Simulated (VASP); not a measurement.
An input for Quantum ESPRESSO's pw.x (written as the equivalent of a VASP run, and not itself run):

```
&CONTROL
  calculation = 'vc-relax'
  pseudo_dir = './pseudo'
  outdir = './out'
  tprnfor = .true.
  tstress = .true.
  nstep = 60
  forc_conv_thr = 0.00078
/
&SYSTEM
  ibrav = 0
  nat = 4
  ntyp = 2
  ecutwfc = 98
  occupations = 'smearing'
  smearing = 'methfessel-paxton'
  degauss = 0.00735
  input_dft = 'pbe'
  vdw_corr = 'grimme-d3'
  dftd3_version = 3
  dftd3_threebody = .false.
/
&ELECTRONS
  conv_thr = 7.3e-08
  electron_maxstep = 100
/
&IONS
/
&CELL
/
ATOMIC_SPECIES
  Si 28.085 Si.upf
  Ni 58.693 Ni.upf
CELL_PARAMETERS angstrom
     3.4665805   -0.0000000   -0.0000000
    -0.0000000    3.4665805    0.0000000
    -0.0000000    0.0000000    3.4665805
ATOMIC_POSITIONS crystal
  Si   0.0000000  0.0000000  0.0000000
  Ni   0.0000000  0.5000000  0.5000000
  Ni   0.5000000  0.0000000  0.5000000
  Ni   0.5000000  0.5000000  0.0000000
K_POINTS automatic
  8 8 8 0 0 0
```

Task: Write the VASP files for the same calculation (PBE-D3 (zero damping)).

Result: One answer among several that fit: 
**POSCAR**
```
Ni3Si
1
    3.4665804525    -0.0000000000    -0.0000000000
   -0.0000000000     3.4665804525     0.0000000000
   -0.0000000000     0.0000000000     3.4665804525
Si Ni
1 3
Direct
  0.0000000000   0.0000000000   0.0000000000
  0.0000000000   0.5000000000   0.5000000000
  0.5000000000   0.0000000000   0.5000000000
  0.5000000000   0.5000000000   0.0000000000
```

**INCAR**
```
ALGO = Normal
EDIFF = 1E-6
EDIFFG = -0.02
ENCUT = 520
GGA = PE
IBRION = 2
ISIF = 3
ISMEAR = 1
IVDW = 11
LASPH = .TRUE.
LCHARG = .FALSE.
LMAXMIX = 4
LREAL = .FALSE.
LWAVE = .FALSE.
NELM = 100
NSW = 60
PREC = Accurate
SIGMA = 0.1
SYSTEM = Ni3Si
```

**KPOINTS**
```
kpoints
0
G
  8 8 8
0 0 0
```

POTCAR, in this order: Si Ni (PBE.64 set). Program: vasp_std.

What does not carry over: the potentials are each code's own (VASP's PAW set, PseudoDojo norm-conserving files in pw.x), so ENCUT and ecutwfc are chosen apart and not converted; conv_thr bounds pw.x's estimated SCF error, while EDIFF bounds the energy change between steps; forc_conv_thr acts on force components and is met together with etot_conv_thr.

The compound is Ni3Si in the L1_2 structure. It was relaxed first. The start is the result of an earlier pass.
